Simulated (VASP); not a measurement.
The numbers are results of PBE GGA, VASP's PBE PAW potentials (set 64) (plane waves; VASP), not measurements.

VASP ran on this input.

File POSCAR:
```
TiO2
1
    4.6911078879     0.0000000000     0.0000000000
    0.0000000000     4.6911078879     0.0000000000
    0.0000000000     0.0000000000     2.9986301568
Ti O
2 4
Direct
  0.0000000000   0.0000000000   1.0000000000
  0.5000000000   0.5000000000   0.5000000000
  0.3049497927   0.3049497927   0.0000000000
  0.8049497927   0.1950502073   0.5000000000
  0.1950502073   0.8049497927   0.5000000000
  0.6950502073   0.6950502073   1.0000000000
```

### KPOINTS
```
Automatic mesh
0
Gamma
5 5 7
0 0 0
```

INCAR:
```
SYSTEM = TiO2
PREC = Accurate
ENCUT = 520
EDIFF = 1E-7
NELM = 100
ALGO = Normal
LREAL = .FALSE.
LASPH = .TRUE.
ISMEAR = 0
SIGMA = 0.05
GGA = PE
LMAXMIX = 4
LWAVE = .FALSE.
LCHARG = .FALSE.
ISIF = 4
IBRION = 2
NSW = 30
EDIFFG = -0.01
```

POTCAR, in this order: Ti_sv O (PBE.64 set). Program: vasp_std.

Output of the run:

**OUTCAR**
```
 ion  position               nearest neighbor table
   1  0.000  0.000  0.000-   4 1.98   5 1.98   4 1.98   5 1.98   3 2.02   6 2.02
   2  0.500  0.500  0.500-   3 1.98   6 1.98   3 1.98   6 1.98   5 2.02   4 2.02
   3  0.305  0.305  0.000-   2 1.98   2 1.98   1 2.02
   4  0.805  0.195  0.500-   1 1.98   1 1.98   2 2.02
   5  0.195  0.805  0.500-   1 1.98   1 1.98   2 2.02
   6  0.695  0.695  0.000-   2 1.98   2 1.98   1 2.02
  LATTYP: Found a simple tetragonal cell.
 ALAT       =     4.6911078879
 C/A-ratio  =     0.6392157734
 Subroutine PRICEL returns:
 Original cell was already a primitive cell.
 Subroutine GETGRP returns: Found 16 space group operations
The static configuration has the point symmetry D_2h.
 The point group associated with its full space group is D_4h.
The dynamic configuration has the point symmetry D_2h.
 Subroutine INISYM returns: Found 16 space group operations
 Subroutine IBZKPT returns following result:
 Found     24 irreducible k-points:

 Following reciprocal coordinates:
            Coordinates               Weight
  0.000000  0.000000  0.000000      1.000000
  0.200000  0.000000  0.000000      4.000000
  0.400000  0.000000  0.000000      4.000000
...
```

File OSZICAR:
```
       N       E                     dE             d eps       ncg     rms          rms(c)
DAV:   1     0.685509382623E+03    0.68551E+03   -0.25032E+04  1344   0.200E+03
DAV:   2     0.552169417681E+02   -0.63029E+03   -0.61014E+03  1432   0.584E+02
DAV:   3    -0.660156398765E+02   -0.12123E+03   -0.11842E+03  2092   0.219E+02
DAV:   4    -0.713674642066E+02   -0.53518E+01   -0.53466E+01  1812   0.502E+01
DAV:   5    -0.715946765956E+02   -0.22721E+00   -0.22716E+00  1928   0.837E+00    0.306E+01
DAV:   6    -0.544469080612E+02    0.17148E+02   -0.12583E+02  1608   0.102E+02    0.126E+01
DAV:   7    -0.538968333390E+02    0.55007E+00   -0.21542E+01  1640   0.359E+01    0.750E+00
DAV:   8    -0.538702114063E+02    0.26622E-01   -0.60445E+00  1660   0.213E+01    0.481E+00
DAV:   9    -0.536274020362E+02    0.24281E+00   -0.21734E+00  1732   0.121E+01    0.115E+00
DAV:  10    -0.536405688344E+02   -0.13167E-01   -0.12351E-01  1680   0.263E+00    0.236E-01
DAV:  11    -0.536405380197E+02    0.30815E-04   -0.48579E-03  1788   0.512E-01    0.102E-01
DAV:  12    -0.536405309763E+02    0.70434E-05   -0.64708E-04  2008   0.160E-01    0.772E-02
DAV:  13    -0.536404683854E+02    0.62591E-04   -0.40652E-04  1900   0.165E-01    0.810E-03
DAV:  14    -0.536404707288E+02   -0.23433E-05   -0.22500E-05  1940   0.351E-02    0.699E-03
DAV:  15    -0.536404701675E+02    0.56125E-06   -0.17201E-06  1692   0.953E-03    0.288E-03
DAV:  16    -0.536404701224E+02    0.45055E-07   -0.31332E-07  1368   0.455E-03
   1 F= -.53640470E+02 E0= -.53640470E+02  d E =-.536405E+02
       N       E                     dE             d eps       ncg     rms          rms(c)
DAV:   1    -0.536508621091E+02   -0.10392E-01   -0.18756E+00  1344   0.113E+01    0.673E-01
DAV:   2    -0.536488050451E+02    0.20571E-02   -0.59064E-02  1480   0.200E+00    0.428E-01
DAV:   3    -0.536459182005E+02    0.28868E-02   -0.85939E-03  1704   0.788E-01    0.183E-01
DAV:   4    -0.536453523099E+02    0.56589E-03   -0.31089E-03  1732   0.480E-01    0.422E-02
DAV:   5    -0.536453467468E+02    0.55631E-05   -0.30034E-04  1568   0.159E-01    0.220E-02
DAV:   6    -0.536453446825E+02    0.20643E-05   -0.31223E-05  2048   0.430E-02    0.857E-03
DAV:   7    -0.536453449527E+02   -0.27014E-06   -0.86425E-06  1736   0.226E-02    0.342E-03
DAV:   8    -0.536453449899E+02   -0.37229E-07   -0.15170E-06  1488   0.929E-03    0.141E-03
DAV:   9    -0.536453449714E+02    0.18511E-07   -0.97003E-08   912   0.329E-03
   2 F= -.53645345E+02 E0= -.53645345E+02  d E =-.487485E-02
       N       E                     dE             d eps       ncg     rms          rms(c)
DAV:   1    -0.536461799289E+02   -0.83494E-03   -0.18252E-01  1352   0.351E+00    0.210E-01
DAV:   2    -0.536459745553E+02    0.20537E-03   -0.56962E-03  1488   0.625E-01    0.134E-01
DAV:   3    -0.536456882291E+02    0.28633E-03   -0.79165E-04  1700   0.243E-01    0.535E-02
DAV:   4    -0.536456430212E+02    0.45208E-04   -0.28423E-04  1752   0.143E-01    0.139E-02
DAV:   5    -0.536456419487E+02    0.10726E-05   -0.29010E-05  1616   0.495E-02    0.684E-03
DAV:   6    -0.536456418229E+02    0.12577E-06   -0.26121E-06  1800   0.125E-02    0.229E-03
DAV:   7    -0.536456418997E+02   -0.76788E-07   -0.55160E-07  1380   0.595E-03
   3 F= -.53645642E+02 E0= -.53645642E+02  d E =-.517178E-02
```

OUTCAR:
```
------------------------ aborting loop because EDIFF is reached ----------------------------------------
  FORCE on cell =-STRESS in cart. coord.  units (eV):
  Direction    XX          YY          ZZ          XY          YZ          ZX
  --------------------------------------------------------------------------------------
  Total       -2.2503616     -2.2503616     -2.2687011      0.0000000      0.0000000      0.0000000
  in kB      -54.6372886    -54.6372886    -55.0825604      0.0000000      0.0000000      0.0000000
  external PRESSURE =     -54.7857126 kB  Pullay stress =       0.0000000 kB
  volume of cell :       65.99
      direct lattice vectors                 reciprocal lattice vectors
     4.704257971  0.000000000  0.000000000     0.212573376  0.000000000  0.000000000
     0.000000000  4.704257971  0.000000000     0.000000000  0.212573376  0.000000000
     0.000000000  0.000000000  2.981889101     0.000000000  0.000000000  0.335357878
 POSITION                                       TOTAL-FORCE (eV/Angst)
 -----------------------------------------------------------------------------------
      0.00000      0.00000      0.00000        -0.000000      0.000000      0.000000
      2.35213      2.35213      1.49094        -0.000000      0.000000      0.000000
      1.44135      1.44135      0.00000        -0.001480     -0.001480     -0.000000
      3.79348      0.91078      1.49094        -0.001480      0.001480      0.000000
      0.91078      3.79348      1.49094         0.001480     -0.001480     -0.000000
      3.26291      3.26291      0.00000         0.001480      0.001480      0.000000
 -----------------------------------------------------------------------------------
    total drift:                                0.000000      0.000000      0.000000
  FREE ENERGIE OF THE ION-ELECTRON SYSTEM (eV)
  ---------------------------------------------------
  free  energy   TOTEN  =       -53.6456418997 eV

  energy  without entropy=      -53.6456418997  energy(sigma->0) =      -53.64564190

 reached required accuracy - stopping structural energy minimisation
```
(Selected blocks of OUTCAR.)

**CONTCAR**
```
TiO2
   1.00000000000000
     4.7042579708951839    0.0000000000000000    0.0000000000000000
     0.0000000000000000    4.7042579708951839    0.0000000000000000
     0.0000000000000000    0.0000000000000000    2.9818891013225746
  Ti              O
     2     4
Direct
     0.0000000000000000    0.0000000000000000    0.0000000000000000
     0.5000000000000000    0.5000000000000000    0.5000000000000000
     0.3063919376997870    0.3063919376997870    0.0000000000000000
     0.8063919376997870    0.1936080623002130    0.5000000000000000
     0.1936080623002130    0.8063919376997870    0.5000000000000000
     0.6936080623002130    0.6936080623002130    0.0000000000000000
```

File OUTCAR:
```
 val. band max:        4.2038933515   @ k =   0.0000   0.0000   0.0000

 cond. band min:       6.0264963820   @ k =   0.0000   0.0000   0.0000


 Fermi energy:         4.4696871003

 k-point     1 :       0.0000    0.0000    0.0000
  band No.  band energies     occupation
      1     -52.8000      2.00000
      2     -52.7878      2.00000
      3     -29.0616      2.00000
      4     -29.0616      2.00000
      5     -28.9305      2.00000
      6     -28.9305      2.00000
      7     -28.8852      2.00000
      8     -28.8606      2.00000
      9     -13.6895      2.00000
     10     -12.6199      2.00000
     11     -11.9951      2.00000
     12     -11.9951      2.00000
     13      -1.2628      2.00000
     14      -0.8028      2.00000
     15      -0.2811      2.00000
     16       0.6311      2.00000
     17       0.6311      2.00000
     18       1.7754      2.00000
     19       1.7754      2.00000
     20       2.4279      2.00000
     21       3.5859      2.00000
     22       3.8155      2.00000
     23       3.8155      2.00000
     24       4.2039      2.00000
     25       6.0265      0.00000
     26       6.3160      0.00000
     27       6.5930      0.00000
     28       6.6343      0.00000

 k-point     2 :       0.2000    0.0000    0.0000
  band No.  band energies     occupation
      1     -52.7988      2.00000
      2     -52.7889      2.00000
      3     -29.0524      2.00000
      4     -29.0517      2.00000
      5     -28.9413      2.00000
      6     -28.9406      2.00000
      7     -28.8829      2.00000
      8     -28.8630      2.00000
      9     -13.5689      2.00000
     10     -12.6513      2.00000
     11     -12.0893      2.00000
     12     -12.0324      2.00000
     13      -1.0410      2.00000
     14      -0.6779      2.00000
     15      -0.0473      2.00000
     16       0.6431      2.00000
     17       0.6506      2.00000
     18       1.5834      2.00000
     19       1.7221      2.00000
     20       2.4585      2.00000
...
```

The compound is TiO2 in the rutile structure. This cell is one point of a volume scan, at 1.03 of the reference volume. Symmetry was kept, so distortions that lower it aren't found.
